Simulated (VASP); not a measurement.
**Co$_{3}$Ge$_{2}$ (space group P-6m2): computed properties**

Calculation: r2SCAN meta-GGA, VASP's PBE PAW potentials (set 64) (plane waves; VASP 6.6.1).

```json
{
  "space_group": "P-6m2 (187)",
  "cell": "a = b = 3.896 Å, c = 4.832 Å, α = β = 90.00°, γ = 120.00°",
  "volume_per_atom": "12.71 Å³/atom",
  "band gap (over mesh and band path)": "none (metal, semimetal or under 0.01 eV)",
  "cell_moment": "2.85 μB",
  "density": "8.42 g/cm³"
}
```

```cif
data_Co3Ge2
_chemical_formula_sum 'Co3 Ge2'
_space_group_name_H-M_alt 'P-6m2'
_space_group_IT_number 187
_space_group_name_Hall 'P -6 2'
_cell_length_a 3.89648
_cell_length_b 3.89648
_cell_length_c 4.83191
_cell_angle_alpha 90.000
_cell_angle_beta 90.000
_cell_angle_gamma 120.000
loop_
_atom_site_label
_atom_site_type_symbol
_atom_site_symmetry_multiplicity
_atom_site_Wyckoff_symbol
_atom_site_fract_x
_atom_site_fract_y
_atom_site_fract_z
_atom_site_occupancy
Co1 Co 2 i 0.66667 0.33333 0.24188 1
Co2 Co 1 b 0.00000 0.00000 0.50000 1
Ge1 Ge 1 a 0.00000 0.00000 0.00000 1
Ge2 Ge 1 d 0.33333 0.66667 0.50000 1
```

The run has a spin-polarised start.

The structure comes from a computed database's Co3Ge2 entry (P-6m2); how it stands against other phases isn't given here. It was relaxed first. Symmetry was kept, so distortions that lower it aren't found.
